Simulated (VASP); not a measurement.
VASP ran on this input.

**KPOINTS**
```
Automatic mesh
0
Gamma
3 3 3
0 0 0
```

### POSCAR
```
CoGa
1
    5.5511827200     0.0000000000     0.0000000000
    0.0000000000     5.5511827200     0.0000000000
    0.0000000000     0.0000000000     5.5511827200
Ga Co
1 1
Direct
  0.5000000000   0.5000000000   0.5000000000
  0.0000000000   0.0000000000   0.0000000000
```

**INCAR**
```
SYSTEM = CoGa
PREC = Accurate
ENCUT = 400
EDIFF = 1E-6
NELM = 100
ALGO = Normal
LREAL = .FALSE.
LASPH = .TRUE.
ISMEAR = 1
SIGMA = 0.1
GGA = PE
LMAXMIX = 4
LWAVE = .FALSE.
LCHARG = .FALSE.
ISIF = 2
```

POTCAR, in this order: Ga_d Co (PBE.64 set). Program: vasp_std.

Output of the run:

### standard output
```
 POSCAR found type information on POSCAR GaCo
 POSCAR found :  2 types and       2 ions
 Reading from existing POTCAR
 Reading from existing POTCAR
 LDA part: xc-table for (Slater+PW92), standard interpolation
 POSCAR, INCAR and KPOINTS ok, starting setup
 WAVECAR not read
 entering main loop
       N       E                     dE             d eps       ncg     rms          rms(c)
DAV:   1     0.909460520929E+02    0.90946E+02   -0.80627E+03   120   0.107E+03
DAV:   2     0.317393113991E+01   -0.87772E+02   -0.85740E+02   127   0.255E+02
DAV:   3    -0.233316872352E+01   -0.55071E+01   -0.54179E+01   162   0.679E+01
DAV:   4    -0.244443481748E+01   -0.11127E+00   -0.11115E+00   128   0.100E+01
DAV:   5    -0.245151653865E+01   -0.70817E-02   -0.70797E-02   189   0.192E+00    0.160E+00
DAV:   6    -0.221207380762E+01    0.23944E+00   -0.23506E-01   120   0.313E+00    0.114E+00
DAV:   7    -0.232307957721E+01   -0.11101E+00   -0.62527E-01   120   0.662E+00    0.568E+00
DAV:   8    -0.218393609848E+01    0.13914E+00   -0.20327E+00   127   0.514E+00    0.116E+00
DAV:   9    -0.218892592636E+01   -0.49898E-02   -0.23894E-01   156   0.215E+00    0.502E-01
DAV:  10    -0.217918531655E+01    0.97406E-02   -0.59546E-02   127   0.114E+00    0.136E-01
DAV:  11    -0.217795438654E+01    0.12309E-02   -0.94738E-03   134   0.570E-01    0.605E-02
DAV:  12    -0.217803071862E+01   -0.76332E-04   -0.63442E-04   134   0.881E-02    0.461E-02
DAV:  13    -0.217789172547E+01    0.13899E-03   -0.44387E-04   127   0.113E-01    0.104E-02
DAV:  14    -0.217790299103E+01   -0.11266E-04   -0.54301E-05   134   0.265E-02    0.937E-03
DAV:  15    -0.217790218196E+01    0.80906E-06   -0.35933E-06   149   0.692E-03
   1 F= -.21779022E+01 E0= -.21539198E+01  d E =-.719470E-01
```

File OUTCAR:
```
------------------------ aborting loop because EDIFF is reached ----------------------------------------
  FORCE on cell =-STRESS in cart. coord.  units (eV):
  Direction    XX          YY          ZZ          XY          YZ          ZX
  --------------------------------------------------------------------------------------
  Total       -2.1369821     -2.1369821     -2.1369821     -0.0000000     -0.0000000     -0.0000000
  in kB      -20.0149675    -20.0149675    -20.0149675     -0.0000000     -0.0000000     -0.0000000
  external PRESSURE =     -20.0149675 kB  Pullay stress =       0.0000000 kB
  volume of cell :      171.06
      direct lattice vectors                 reciprocal lattice vectors
     5.551182720  0.000000000  0.000000000     0.180141791  0.000000000  0.000000000
     0.000000000  5.551182720  0.000000000     0.000000000  0.180141791  0.000000000
     0.000000000  0.000000000  5.551182720     0.000000000  0.000000000  0.180141791
 POSITION                                       TOTAL-FORCE (eV/Angst)
 -----------------------------------------------------------------------------------
      2.77559      2.77559      2.77559         0.000000      0.000000      0.000000
      0.00000      0.00000      0.00000         0.000000      0.000000      0.000000
 -----------------------------------------------------------------------------------
    total drift:                                0.000000      0.000000      0.000000
  FREE ENERGIE OF THE ION-ELECTRON SYSTEM (eV)
  ---------------------------------------------------
  free  energy   TOTEN  =        -2.1779021820 eV

  energy  without entropy=       -2.1059551733  energy(sigma->0) =       -2.15391985
```
(Selected blocks of OUTCAR.)

**Question.** Read input and log: which fault does this run have?
A. molecular dynamics (IBRION = 0) was asked for without POTIM
B. the lattice was typed in bohr, and VASP reads ångström
C. a metal was run with a tiny SIGMA on a coarse mesh
D. EDIFFG is positive, so the stop tests the energy change and not the forces

**Answer.** B, the lattice was typed in bohr, and VASP reads ångström. The run ends without an error. Against the sound run, the energy per atom (σ→0) rises by 4.140 eV/atom; the pressure goes up by 7.42 GPa; the volume goes up by 570 %.

To mend it, correct POSCAR, correct KPOINTS.
**POSCAR**
```
CoGa
1
    2.9376000000     0.0000000000     0.0000000000
    0.0000000000     2.9376000000     0.0000000000
    0.0000000000     0.0000000000     2.9376000000
Ga Co
1 1
Direct
  0.5000000000   0.5000000000   0.5000000000
  0.0000000000   0.0000000000   0.0000000000
```
File KPOINTS:
```
Automatic mesh
0
Gamma
9 9 9
0 0 0
```
The mended run (PBE GGA, plane waves, VASP's PBE PAW potentials (set 64)) converges, and its OSZICAR ends with
```
   1 F= -.10434374E+02 E0= -.10434823E+02  d E =0.134741E-02
```

The compound is CoGa in the CsCl type structure. The cell was not relaxed at this level. The run is not spin-polarised, so no magnetic state was tried.
